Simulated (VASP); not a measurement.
Level of theory: PBEsol GGA, VASP's PBE PAW potentials (set 64) (plane waves; VASP).

Input for VASP

### POSCAR
```
NaI
1.0
  0.0000000000   3.2350000000   3.2350000000
  3.2350000000   0.0000000000   3.2350000000
  3.2350000000   3.2350000000   0.0000000000
Na I
1 1
Cartesian
  0.0000000000   0.0000000000   0.0000000000
  3.2350000000   3.2350000000   3.2350000000
```

**KPOINTS**
```
Automatic mesh
0
Gamma
7 7 7
0 0 0
```

INCAR:
```
SYSTEM = NaI
PREC = Accurate
ENCUT = 400
EDIFF = 1E-6
NELM = 100
ALGO = Normal
LREAL = .FALSE.
LASPH = .TRUE.
ISMEAR = 0
SIGMA = 0.05
GGA = PS
LMAXMIX = 4
LWAVE = .FALSE.
LCHARG = .FALSE.
IBRION = 2
ISIF = 3
NSW = 60
EDIFFG = -0.01
```

POTCAR, in this order: Na_pv I (PBE.64 set). Program: vasp_std.

What VASP printed:

OUTCAR:
```
 ion  position               nearest neighbor table
   1  0.000  0.000  0.000-
   2  0.500  0.500  0.500-
  LATTYP: Found a face centered cubic cell.
 ALAT       =     6.4700000000
 Subroutine PRICEL returns:
 Original cell was already a primitive cell.
 Subroutine GETGRP returns: Found 48 space group operations
The static configuration has the point symmetry O_h .
The dynamic configuration has the point symmetry O_h .
 Subroutine INISYM returns: Found 48 space group operations
 Subroutine IBZKPT returns following result:
 Found     20 irreducible k-points:

 Following reciprocal coordinates:
            Coordinates               Weight
  0.000000  0.000000  0.000000      1.000000
  0.142857  0.000000  0.000000      8.000000
  0.285714  0.000000  0.000000      8.000000
  0.428571  0.000000  0.000000      8.000000
  0.142857  0.142857  0.000000      6.000000
  0.285714  0.142857  0.000000     24.000000
  0.428571  0.142857  0.000000     24.000000
 -0.428571  0.142857  0.000000     24.000000
 -0.285714  0.142857  0.000000     24.000000
 -0.142857  0.142857  0.000000     12.000000
  0.285714  0.285714  0.000000      6.000000
  0.428571  0.285714  0.000000     24.000000
 -0.428571  0.285714  0.000000     24.000000
 -0.285714  0.285714  0.000000     12.000000
  0.428571  0.428571  0.000000      6.000000
 -0.428571  0.428571  0.000000     12.000000
  0.428571  0.285714  0.142857     24.000000
 -0.428571  0.285714  0.142857     48.000000
 -0.428571  0.428571  0.142857     24.000000
 -0.285714  0.428571  0.142857     24.000000
   k-points           NKPTS =     20   k-points in BZ     NKDIM =     20   number of bands    NBANDS=     11
   number of dos      NEDOS =    301   number of ions     NIONS =      2
   total plane-waves  NPLWV =  27000
   dimension x,y,z NGX =    30 NGY =   30 NGZ =   30
...
```

OSZICAR:
```
       N       E                     dE             d eps       ncg     rms          rms(c)
DAV:   1     0.726100509353E+02    0.72610E+02   -0.59790E+03   440   0.929E+02
DAV:   2     0.363395277536E+00   -0.72247E+02   -0.67986E+02   448   0.219E+02
DAV:   3    -0.556718525325E+01   -0.59306E+01   -0.58932E+01   541   0.670E+01
DAV:   4    -0.573131149462E+01   -0.16413E+00   -0.16399E+00   530   0.118E+01
DAV:   5    -0.573619400639E+01   -0.48825E-02   -0.48822E-02   520   0.202E+00    0.141E+00
DAV:   6    -0.567571371828E+01    0.60480E-01   -0.83345E-02   497   0.243E+00    0.933E-01
DAV:   7    -0.566516996135E+01    0.10544E-01   -0.61552E-02   512   0.181E+00    0.503E-01
DAV:   8    -0.566616901847E+01   -0.99906E-03   -0.34755E-03   479   0.692E-01    0.935E-02
DAV:   9    -0.566614367917E+01    0.25339E-04   -0.99563E-05   512   0.133E-01    0.277E-02
DAV:  10    -0.566614918914E+01   -0.55100E-05   -0.23189E-05   512   0.664E-02    0.553E-03
DAV:  11    -0.566614944442E+01   -0.25529E-06   -0.27072E-06   485   0.205E-02
   1 F= -.56661494E+01 E0= -.56661494E+01  d E =-.566615E+01
       N       E                     dE             d eps       ncg     rms          rms(c)
DAV:   1    -0.569276169031E+01   -0.26613E-01   -0.53078E-01   494   0.107E+01    0.922E-01
DAV:   2    -0.567466536848E+01    0.18096E-01   -0.23533E-02   497   0.189E+00    0.442E-01
DAV:   3    -0.566967009535E+01    0.49953E-02   -0.12846E-02   497   0.122E+00    0.198E-01
DAV:   4    -0.566960663074E+01    0.63465E-04   -0.17824E-04   495   0.140E-01    0.196E-01
DAV:   5    -0.566946957019E+01    0.13706E-03   -0.14779E-05   494   0.426E-02    0.426E-02
DAV:   6    -0.566943496934E+01    0.34601E-04   -0.59392E-05   494   0.100E-01    0.734E-02
DAV:   7    -0.566943806200E+01   -0.30927E-05   -0.29113E-06   464   0.120E-02    0.173E-01
DAV:   8    -0.566943442866E+01    0.36333E-05   -0.43775E-06   452   0.143E-02    0.290E-02
DAV:   9    -0.566943514144E+01   -0.71277E-06   -0.42660E-07   238   0.615E-03
   2 F= -.56694351E+01 E0= -.56694351E+01  d E =-.328570E-02
       N       E                     dE             d eps       ncg     rms          rms(c)
DAV:   1    -0.569171358461E+01   -0.22279E-01   -0.48215E-01   494   0.103E+01    0.877E-01
DAV:   2    -0.567533874227E+01    0.16375E-01   -0.21164E-02   494   0.181E+00    0.421E-01
DAV:   3    -0.567078844063E+01    0.45503E-02   -0.11653E-02   494   0.117E+00    0.189E-01
DAV:   4    -0.567073413168E+01    0.54309E-04   -0.16184E-04   495   0.134E-01    0.189E-01
DAV:   5    -0.567061466090E+01    0.11947E-03   -0.12225E-05   485   0.381E-02    0.446E-02
DAV:   6    -0.567057737264E+01    0.37288E-04   -0.61459E-05   497   0.104E-01    0.778E-02
DAV:   7    -0.567058013291E+01   -0.27603E-05   -0.26148E-06   446   0.114E-02    0.169E-01
DAV:   8    -0.567057668952E+01    0.34434E-05   -0.26826E-06   446   0.111E-02    0.556E-02
DAV:   9    -0.567057713532E+01   -0.44580E-06   -0.63526E-07   238   0.694E-03
   3 F= -.56705771E+01 E0= -.56705771E+01  d E =-.442769E-02
```

**OUTCAR**
```
------------------------ aborting loop because EDIFF is reached ----------------------------------------
  FORCE on cell =-STRESS in cart. coord.  units (eV):
  Direction    XX          YY          ZZ          XY          YZ          ZX
  --------------------------------------------------------------------------------------
  Total       -0.0062783     -0.0062783     -0.0062783      0.0000000      0.0000000      0.0000000
  in kB       -0.1537745     -0.1537745     -0.1537745      0.0000000      0.0000000      0.0000000
  external PRESSURE =      -0.1537745 kB  Pullay stress =       0.0000000 kB
  volume of cell :       65.41
      direct lattice vectors                 reciprocal lattice vectors
     0.000000000  3.198013277  3.198013277    -0.156347068  0.156347068  0.156347068
     3.198013277  0.000000000  3.198013277     0.156347068 -0.156347068  0.156347068
     3.198013277  3.198013277  0.000000000     0.156347068  0.156347068 -0.156347068
  FREE ENERGIE OF THE ION-ELECTRON SYSTEM (eV)
  ---------------------------------------------------
  free  energy   TOTEN  =        -5.6705771353 eV

  energy  without entropy=       -5.6705771353  energy(sigma->0) =       -5.67057714

 reached required accuracy - stopping structural energy minimisation
```
(Selected blocks of OUTCAR.)

File CONTCAR:
```
NaI
   1.00000000000000
     0.0000000000000000    3.1980132766514973    3.1980132766514973
     3.1980132766514973    0.0000000000000000    3.1980132766514973
     3.1980132766514973    3.1980132766514973    0.0000000000000000
  Na              I
     1     1
Direct
     0.0000000000000000    0.0000000000000000    0.0000000000000000
     0.5000000000000000    0.5000000000000000    0.5000000000000000
```

OUTCAR:
```
 val. band max:        0.9710707865   @ k =   0.0000   0.0000   0.0000

 cond. band min:       4.5691230350   @ k =   0.0000   0.0000   0.0000


 Fermi energy:         1.2355102699

 k-point     1 :       0.0000    0.0000    0.0000
  band No.  band energies     occupation
      1     -21.2352      2.00000
      2     -21.2352      2.00000
      3     -21.2352      2.00000
      4     -10.1815      2.00000
      5       0.9711      2.00000
      6       0.9711      2.00000
      7       0.9711      2.00000
      8       4.5691      0.00000
      9       8.8144      0.00000
     10       8.8144      0.00000
     11       8.8144      0.00000

 k-point     2 :       0.1429    0.0000    0.0000
  band No.  band energies     occupation
      1     -21.2364      2.00000
      2     -21.2352      2.00000
      3     -21.2352      2.00000
      4     -10.1196      2.00000
      5       0.3447      2.00000
      6       0.9082      2.00000
      7       0.9083      2.00000
      8       5.2429      0.00000
      9       8.3755      0.00000
     10       9.0036      0.00000
     11       9.0036      0.00000

 k-point     3 :       0.2857    0.0000    0.0000
  band No.  band energies     occupation
      1     -21.2393      2.00000
      2     -21.2354      2.00000
      3     -21.2354      2.00000
      4      -9.9733      2.00000
      5      -0.6587      2.00000
      6       0.7755      2.00000
      7       0.7755      2.00000
      8       5.9380      0.00000
      9       8.6639      0.00000
     10       8.7777      0.00000
     11       8.7777      0.00000

 k-point     4 :       0.4286    0.0000    0.0000
  band No.  band energies     occupation
      1     -21.2413      2.00000
      2     -21.2354      2.00000
      3     -21.2354      2.00000
      4      -9.8476      2.00000
      5      -1.2930      2.00000
      6       0.6763      2.00000
      7       0.6763      2.00000
      8       5.9404      0.00000
      9       8.4211      0.00000
...
```

Energy and stress use the plane-wave basis of the starting cell. Unless said otherwise, spin-orbit coupling is left out, though it shifts the bands of the heavy elements here.

The compound is NaI in the rock salt structure. This run relaxes it. Symmetry was kept, so distortions that lower it aren't found.
